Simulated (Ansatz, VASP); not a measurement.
## Two plane-wave programs on BeSn

```
Be Sn
1.0
     0.00000    3.37380    3.37380
     3.37380    0.00000    3.37380
     3.37380    3.37380    0.00000
Be Sn
2 2
Cartesian
  3.3738 3.3738 3.3738
  5.0607 5.0607 5.0607
  0.0000 0.0000 0.0000
  1.6869 1.6869 1.6869
```

Alike in both runs: functional PBE; k mesh 4 × 4 × 4; occupations gaussian, width 0.1 eV; no spin polarisation.

Ansatz relaxed the structure, and its values are those at the end. VASP's run is a single point on that final structure, the one shown.

```csv
,VASP,Ansatz
version,VASP 6.6.1,Ansatz 0.2.0
potentials or method,"VASP PAW PBE potentials, release 64 (Be, Sn_d)","scalar-relativistic, plane waves, PAW"
plane-wave cutoff (eV),520,420
valence electrons in the cell,32,32
```

|  | VASP | Ansatz | Ansatz less VASP |
| --- | --- | --- | --- |
| gap on the k mesh at the Fermi level (eV) | none | none | - |
| pressure (GPa) | -0.3 | -0.2 | +0.07 |

A gap of «none» marks a metal or a gap that the smearing closes. With one functional, cell and mesh, what is left measures potentials, basis and numerics.

Caveats: the k mesh is coarse (spacing up to 0.40 Å⁻¹), so the values aren't converged.
